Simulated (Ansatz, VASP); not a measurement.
**Two plane-wave programs on PdPt2**

```
CELL_PARAMETERS angstrom
-1.68930 1.68930 4.12213
1.68930 -1.68930 4.12213
1.68930 1.68930 -4.12213
ATOMIC_POSITIONS crystal
Pd 0.00000 0.00000 0.00000
Pt 0.66775 0.66775 0.00000
Pt 0.33225 0.33225 0.00000
```

Alike in both runs: functional PBE; k mesh 8 × 8 × 8; occupations gaussian, width 0.1 eV; no spin polarisation.

Ansatz relaxed the structure, and its values are those at the end. VASP's run is a single point on that final structure, the one shown.

|  | VASP | Ansatz |
| --- | --- | --- |
| version | VASP 6.6.1 | Ansatz 0.2.0 |
| potentials or method | VASP PAW PBE potentials, release 64 (Pd, Pt) | scalar-relativistic, plane waves, PAW |
| plane-wave cutoff (eV) | 520 | 420 |
| valence electrons in the cell | 30 | 54 |

Ansatz gave:

```
gap on the k mesh at the Fermi level (eV) : none
pressure (GPa)                            : -0.1
rms of the force components (eV/Å)        : 0.003
```

Question: What did VASP give for the same quantities?

Answer: gap on the k mesh at the Fermi level (eV): none; pressure (GPa): -0.5; rms of the force components (eV/Å): 0.005.

A gap of «none» marks a metal or a gap that the smearing closes. The two sets of potentials don't hold the same shells in valence.

The runs have no spin-orbit coupling, so splittings on Pt are missing.
